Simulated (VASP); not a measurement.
Method: LDA (Ceperley-Alder, Perdew-Zunger), VASP's LDA PAW potentials (set 64) (plane waves; VASP).

The input files of a VASP run:

### POSCAR
```
Pt3Ti
1
    3.7268884777     0.0000000000     0.0000000000
    0.0000000000     3.7268884777    -0.0000000000
    0.0000000000     0.0000000000     3.7268884777
Ti Pt
1 3
Direct
  0.0000000000   0.0000000000   0.0000000000
  0.0000000000   0.5000000000   0.5000000000
  0.5000000000   0.0000000000   0.5000000000
  0.5000000000   0.5000000000   0.0000000000
```

**KPOINTS**
```
K-points
0
Gamma
  8 8 8
0 0 0
```

### INCAR
```
SIGMA = 0.1
LREAL = .FALSE.   ! projection in real space or not
EDIFF = 1E-6   ! SCF stop (eV)
NSW = 40   ! most ionic steps
LASPH = .TRUE.
ISIF = 3
SYSTEM = Pt3Ti
ENCUT = 500   ! plane-wave cut-off (eV)
NELM = 100
LWAVE = .FALSE.
PREC = Accurate
ALGO = Normal
EDIFFG = -0.02
PSTRESS = 450
IBRION = 2   ! conjugate gradients
LMAXMIX = 6
LCHARG = .FALSE.
ISMEAR = 1   ! Methfessel-Paxton
```

POTCAR, in this order: Ti_sv Pt (LDA.64 set). Program: vasp_std.

Output

**OSZICAR**
```
       N       E                     dE             d eps       ncg     rms          rms(c)
DAV:   1     0.384895603276E+03    0.38490E+03   -0.21092E+04  1750   0.180E+03
DAV:   2    -0.589863252012E+01   -0.39079E+03   -0.38334E+03  1934   0.459E+02
DAV:   3    -0.356370743799E+02   -0.29738E+02   -0.28887E+02  2485   0.112E+02
DAV:   4    -0.365507284232E+02   -0.91365E+00   -0.91067E+00  2102   0.200E+01
DAV:   5    -0.365790870125E+02   -0.28359E-01   -0.28324E-01  2566   0.327E+00    0.325E+01
DAV:   6    -0.346752110250E+02    0.19039E+01   -0.12504E+01  2461   0.294E+01    0.148E+01
DAV:   7    -0.350459112287E+02   -0.37070E+00   -0.21524E+01  2372   0.318E+01    0.137E+01
DAV:   8    -0.339568329138E+02    0.10891E+01   -0.21456E+00  2308   0.126E+01    0.524E+00
DAV:   9    -0.339090457169E+02    0.47787E-01   -0.26805E+00  2567   0.952E+00    0.329E+00
DAV:  10    -0.338125626736E+02    0.96483E-01   -0.66856E-01  2409   0.590E+00    0.340E-01
DAV:  11    -0.338143866259E+02   -0.18240E-02   -0.99261E-03  2265   0.841E-01    0.441E-01
DAV:  12    -0.338130253405E+02    0.13613E-02   -0.97862E-03  2316   0.641E-01    0.460E-02
DAV:  13    -0.338130944456E+02   -0.69105E-04   -0.47357E-04  2327   0.159E-01    0.753E-02
DAV:  14    -0.338130275964E+02    0.66849E-04   -0.38298E-04  2437   0.150E-01    0.164E-02
DAV:  15    -0.338130291021E+02   -0.15057E-05   -0.30324E-05  2422   0.315E-02    0.124E-02
DAV:  16    -0.338130269437E+02    0.21584E-05   -0.11498E-05  2360   0.260E-02    0.233E-03
DAV:  17    -0.338130269290E+02    0.14702E-07   -0.33631E-07   945   0.416E-03
   1 F= -.19273806E+02 E0= -.19274582E+02  d E =-.192738E+02
```

### OUTCAR
```
------------------------ aborting loop because EDIFF is reached ----------------------------------------
  FORCE on cell =-STRESS in cart. coord.  units (eV):
  Direction    XX          YY          ZZ          XY          YZ          ZX
  --------------------------------------------------------------------------------------
  Total       14.4671107     14.4671107     14.4671107      0.0000000      0.0000000      0.0000000
  in kB      447.7681450    447.7681450    447.7681450      0.0000000      0.0000000      0.0000000
  external PRESSURE =      -2.2318550 kB  Pullay stress =     450.0000000 kB
  volume of cell :       51.77
      direct lattice vectors                 reciprocal lattice vectors
     3.726888478  0.000000000  0.000000000     0.268320344  0.000000000  0.000000000
     0.000000000  3.726888478  0.000000000     0.000000000  0.268320344  0.000000000
     0.000000000  0.000000000  3.726888478     0.000000000  0.000000000  0.268320344
 POSITION                                       TOTAL-FORCE (eV/Angst)
 -----------------------------------------------------------------------------------
      0.00000      0.00000      0.00000         0.000000      0.000000      0.000000
      0.00000      1.86344      1.86344         0.000000      0.000000      0.000000
      1.86344      0.00000      1.86344         0.000000      0.000000      0.000000
      1.86344      1.86344      0.00000         0.000000      0.000000      0.000000
 -----------------------------------------------------------------------------------
    total drift:                                0.000000      0.000000      0.000000
  FREE ENERGIE OF THE ION-ELECTRON SYSTEM (eV)
  ---------------------------------------------------
  free  energy   TOTEN  =       -33.8130269290 eV

  energy  without entropy=      -33.8153532198  energy(sigma->0) =      -33.81380236
  enthalpy is  TOTEN    =       -19.2738064266 eV   P V=       14.5392205024

 reached required accuracy - stopping structural energy minimisation
```
(Selected blocks of OUTCAR.)

The compound is Pt3Ti in the L1_2 structure. It was relaxed first under an external pressure of 45 GPa.
